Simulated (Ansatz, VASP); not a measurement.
# Two plane-wave programs on SbBr

```
Sb Br
1.0
     3.52534    0.00000    0.00000
    -1.76267    3.05303    0.00000
     0.00000    0.00000    9.98171
Sb Br
2 2
Direct
  0.33333 0.66667 0.25000
  0.66667 0.33333 0.75000
  0.00000 0.00000 0.00000
  0.00000 0.00000 0.50000
```

Change from the starting cell: species swapped into the NbN type (P6_3/mmc, No. 194).

Alike in both runs: functional PBE; k mesh 6 × 6 × 2; occupations gaussian, width 0.1 eV; no spin polarisation.

Ansatz relaxed the structure, and its values are those at the end. VASP's run is a single point on that final structure, the one shown.

|  | VASP | Ansatz |
| --- | --- | --- |
| version | VASP 6.6.1 | Ansatz 0.2.0 |
| potentials or method | VASP PAW PBE potentials, release 64 (Sb, Br) | scalar-relativistic, plane waves, PAW |
| plane-wave cutoff (eV) | 520 | 420 |
| valence electrons in the cell | 24 | 44 |

Ansatz gave:

```
gap on the k mesh at the Fermi level (eV) : none
pressure (GPa)                            : -0.1
```

**Question.** What did VASP give for the same quantities?

**Answer.** gap on the k mesh at the Fermi level (eV): none; pressure (GPa): -0.3.

A gap of «none» marks a metal or a gap that the smearing closes. With one functional, cell and mesh, what is left measures potentials, basis and numerics. The two sets of potentials don't hold the same shells in valence.

Spin-orbit coupling is left out, which matters for the levels of Sb.
